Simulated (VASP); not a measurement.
**SiC: dielectric tensor with r2SCAN**

**What was measured.**

“Insight into the structural, elastic and electronic properties of a new orthorhombic 6O-SiC polytype”, 2020, pmc:7200658 quotes, for a bulk crystal of SiC: band gap 2.4 eV (indirect).

From “Infrared properties of SiC particles”, 1999, arxiv:astro-ph/9903031, for a bulk crystal of SiC: high-frequency dielectric constant 6.49.

SiC:

```
CELL_PARAMETERS angstrom
0.00000 2.17757 2.17757
2.17757 0.00000 2.17757
2.17757 2.17757 0.00000
ATOMIC_POSITIONS crystal
Si 0.00000 0.00000 0.00000
C 0.25000 0.25000 0.25000
```

```
Program                : VASP 6.6.1
Task                   : dielectric tensor
Functional             : r2SCAN
Potentials or basis    : VASP PAW PBE potentials, release 64 (Si, C)
Cutoff                 : 520 eV
k mesh                 : 12 × 12 × 12
Occupations            : gaussian, width 0.02 eV
Spin                   : no spin polarisation
Further INCAR settings : ALGO = Normal; EDIFF = 1e-07
```

```
Band gap on the k mesh                  : 1.72 eV, indirect (least direct gap 5.06 eV)
Electronic dielectric tensor (diagonal) : 6.67
Born charges (mean of the diagonal)     : Si +2.76; C -2.76 e
```

Levels at points of the mesh, in eV from the valence-band top:
```tsv
k point	band 1	band 2	band 3	band 4	band 5	band 6	band 7	band 8
(0.00, 0.00, 0.00)	-16.20	0.00	0.00	0.00	6.86	7.86	7.86	7.86
(0.50, 0.00, 0.00)	-12.56	-8.83	-1.11	-1.11	6.01	7.76	7.76	10.96
(0.50, 0.50, 0.00)	-11.10	-8.06	-3.34	-3.34	1.72	4.83	15.15	15.15
```

Electronic dielectric tensor:
```
6.67 0.00 0.00
0.00 6.67 0.00
0.00 0.00 6.67
```

Born effective charge tensors (e):
atom 1, Si
```
2.76 0.00 0.00
0.00 2.76 0.00
0.00 0.00 2.76
```
atom 2, C
```
-2.76  0.00  0.00
 0.00 -2.76  0.00
 0.00  0.00 -2.76
```

Dipole moments of the cell (e·Å, modulo the quantum): ionic 4.355, 4.355, 4.355; electronic 0.001, 0.001, 0.008

Run time: 12 min on 1 thread of Intel(R) Xeon(R) 6975P-C (Granite Rapids), on a shared host, peak memory 0.48 GiB.

Measured gap of SiC: 2.4 eV (indirect; quoted in “Insight into the structural, elastic and electronic properties of a new orthorhombic 6O-SiC polytype”, 2020, pmc:7200658). This calculation gives 1.72 eV (-0.68 eV). The value is that of r2SCAN on a finite k mesh, which can miss the band edges, without temperature or zero-point motion. A measured high-frequency dielectric constant of SiC is 6.49 (quoted in “Infrared properties of SiC particles”, 1999, arxiv:astro-ph/9903031); the calculated 6.67 misses it by +2.8 %.
